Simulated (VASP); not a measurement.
Relaxed, unreconstructed slabs of Ag (fcc). Level of theory: r2SCAN meta-GGA, VASP's PBE PAW potentials (set 64) (plane waves; VASP 6.6.1).

Slab and bulk use different k-meshes, so the surface energy is good to a few per cent at best.

Order the faces (111) [4 atoms], (100) [6 atoms] by surface energy, lowest first.

(111) [4 atoms] (0.87 J/m²), (100) [6 atoms] (1.03 J/m²)

And what are their work functions?

(111) [4 atoms] 4.53 eV, (100) [6 atoms] 4.16 eV.

Runs of the series that failed, ran out of time, didn't relax or are held back are left out, and each face is given by its thickest slab.

The cell is a thin slab with vacuum, built from Ag (fcc).
